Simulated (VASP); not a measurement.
Crystal: SbW2.

```
Sb W
1.0
     0.00000    3.16345    3.16345
     3.16345    0.00000    3.16345
     3.16345    3.16345    0.00000
Sb W
1 2
Cartesian
  3.1634 3.1634 3.1634
  1.5817 1.5817 1.5817
  4.7452 4.7452 4.7452
```

The cell was built by a generator and needn't be a form met in nature.

The cell isn't the ideal one: random cell by space group and Wyckoff sites (Fm-3m, No. 225).

```yaml
Program: VASP 6.6.1
Task: relaxation of cell and atoms
Functional: PBE
Potentials_or_basis: VASP PAW PBE potentials, release 64 (Sb, W_sv)
Cutoff: 600 eV
k_mesh: 6 × 6 × 6
Occupations: gaussian, width 0.1 eV
Spin: no spin polarisation
```

At the start: pressure -4.6 GPa; volume 21.11 Å³/atom.

Q: How do energy, volume and symmetry change on relaxing?

A: Over 3 steps the energy falls by 9.1 meV/atom and the volume is 20.51 Å³/atom (-2.8 %); space group Fm-3m (No. 225, to 0.05 Å).

The path:
```tsv
step	energy change (eV)	largest force (eV/Å)	pressure (GPa)	volume (Å³)
1	0.0000	0.0000	-4.65	63.32
2	0.1006	0.0000	11.96	57.87
3	-0.0272	0.0000	-0.10	61.53
```

Final structure:
```
Sb W
1.0
     0.00000    3.13346    3.13346
     3.13346    0.00000    3.13346
     3.13346    3.13346    0.00000
Sb W
1 2
Direct
  0.50000 0.50000 0.50000
  0.25000 0.25000 0.25000
  0.75000 0.75000 0.75000
```
